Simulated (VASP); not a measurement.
These are PBEsol GGA, VASP's PBE PAW potentials (set 64) (plane waves; VASP 6.6.1) values and carry that method's errors.

VASP input:

File POSCAR:
```
Rb(110) slab
1.0
  4.8292434912   0.0000000000   0.0000000000
 -1.6097481594   4.5530543051   0.0000000000
  0.0000000000   0.0000000000  26.6335959910
Rb
3
Direct
  0.5000000000   0.5000000000   0.3519520000
  0.0000000000   0.0000000000   0.5000000000
  0.5000000000   0.5000000000   0.6480480000
```

KPOINTS:
```
Automatic mesh
0
Gamma
6 6 1
0 0 0
```

### INCAR
```
! general
SYSTEM =Rb(110) slab
PREC   =Normal
ENCUT  =400
LREAL  =F
LASPH  =T

! electronic loop
EDIFF  =1E-5
NELM   =100
NELMIN =4
ALGO   =Normal
LMAXMIX=4

! smearing
ISMEAR =1
SIGMA  =0.1

! functional
GGA    =PS

! ions
IBRION =2
NSW    =50
ISIF   =2
EDIFFG =-0.03

! output
LWAVE  =T
LCHARG =F

! other
LDIPOL =T
IDIPOL =3
DIPOL  =0.5 0.5 0.5
```

POTCAR, in this order: Rb_sv (PBE.64 set). Program: vasp_std.

Q: What will the output report for the number of irreducible k-points (NKPTS), largest plane-wave count, number of space-group operations, FFT grid (NGX, NGY, NGZ)?

A: 
```json
{
  "number of irreducible k-points (NKPTS)": "13",
  "largest_plane_wave_count": "10675",
  "number_of_space_group_operations": "8",
  "FFT grid (NGX, NGY, NGZ)": "24 × 24 × 140"
}
```

The cell is a thin slab with vacuum, built from Rb (bcc): (110) face.
